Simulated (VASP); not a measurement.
```
CELL_PARAMETERS angstrom
      3.34806     0.00000     0.00000
     -1.67403     2.89950     0.00000
      0.00000     0.00000     9.34534
ATOMIC_POSITIONS crystal
  Ta 0.33333 0.66667 0.04011
  Ta 0.66667 0.33333 0.54011
  Te 0.33333 0.66667 0.33489
  Te 0.66667 0.33333 0.83489
```

The numbers are results of PBEsol GGA, VASP's PBE PAW potentials (set 64) (plane waves; VASP 6.6.1), not measurements. Numerical set-up: 400 eV cut-off, 12×12×4 Γ-centred mesh, tetrahedra with Blöchl corrections, potentials Ta_pv Te.

The cores are frozen, which limits the accuracy of field gradients.

Task: Give the principal components of the electric field gradient (V/Å²) and the asymmetry η at each nucleus.

Result: 
```json
[
 {"atom": "Ta1", "Vxx": "47.7", "Vyy": "47.7", "Vzz": "-95.3", "η": "0.00"},
 {"atom": "Ta2", "Vxx": "47.7", "Vyy": "47.7", "Vzz": "-95.3", "η": "0.00"},
 {"atom": "Te3", "Vxx": "22.9", "Vyy": "22.9", "Vzz": "-45.8", "η": "0.00"},
 {"atom": "Te4", "Vxx": "22.9", "Vyy": "22.9", "Vzz": "-45.8", "η": "0.00"}
]
```

The structure was generated: TaTe was put into the wurtzite type (P6_3mc), which need not be its known phase. It was relaxed first, which changed the volume by -50 %.
